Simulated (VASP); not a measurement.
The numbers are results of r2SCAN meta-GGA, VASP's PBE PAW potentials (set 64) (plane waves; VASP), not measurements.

Input for VASP

File KPOINTS:
```
Automatic mesh
0
Gamma
 8 8 8
```

INCAR:
```
SYSTEM  =  Li2S
PREC  =  Accurate; ENCUT  =  520; LREAL  =  .False.
LASPH  =  .True.
EDIFF  =  1E-7; NELM  =  100; ALGO  =  Normal
LMIXTAU  =  .True.
ISMEAR  =  -5
METAGGA  =  R2SCAN
ISIF  =  2
LWAVE  =  .False.; LCHARG  =  .False.; LORBIT  =  11
NEDOS  =  601
LEFG  =  .True.
```

File KPOINTS_OPT:
```
k-points along high-symmetry lines
10
Line-mode
Reciprocal
  0.000000   0.000000   0.000000 ! GAMMA
  0.500000   0.000000   0.500000 ! X

  0.500000   0.000000   0.500000 ! X
  0.625000   0.250000   0.625000 ! U

  0.375000   0.375000   0.750000 ! K
  0.000000   0.000000   0.000000 ! GAMMA

  0.000000   0.000000   0.000000 ! GAMMA
  0.500000   0.500000   0.500000 ! L

  0.500000   0.500000   0.500000 ! L
  0.500000   0.250000   0.750000 ! W

  0.500000   0.250000   0.750000 ! W
  0.500000   0.000000   0.500000 ! X
```

POSCAR:
```
Li2S
1
    0.0000000000     2.8415832394     2.8415832394
    2.8415832394     0.0000000000     2.8415832394
    2.8415832394     2.8415832394    -0.0000000000
Li S
2 1
Direct
  0.2500000000   0.2500000000   0.2500000000
  0.7500000000   0.7500000000   0.7500000000
  0.0000000000   0.0000000000   0.0000000000
```

POTCAR, in this order: Li_sv S (PBE.64 set). Program: vasp_std.

Problem. What does the run give for the energy per atom (σ→0), band gap (over mesh and band path)?

Solution. 
```json
{
  "energy per atom (σ→0)": "-5.794 eV/atom",
  "band gap (over mesh and band path)": "3.86 eV"
}
```

**OSZICAR**
```
...
DAV:  24    -0.173814634203E+02   -0.63000E-05   -0.13903E-06   608   0.188E-02    0.307E-03
DAV:  25    -0.173814625132E+02    0.90715E-06   -0.15375E-07   656   0.505E-03    0.327E-03
DAV:  26    -0.173814642056E+02   -0.16924E-05   -0.17034E-07   598   0.545E-03    0.155E-03
DAV:  27    -0.173814642925E+02   -0.86860E-07   -0.10328E-07   596   0.467E-03
   1 F= -.17381464E+02 E0= -.17381464E+02  d E =0.000000E+00
       N       E                     dE             ncg
       N       E                     dE             ncg
       N       E                     dE             ncg
```

The compound is Li2S in the antifluorite structure. It was relaxed first.
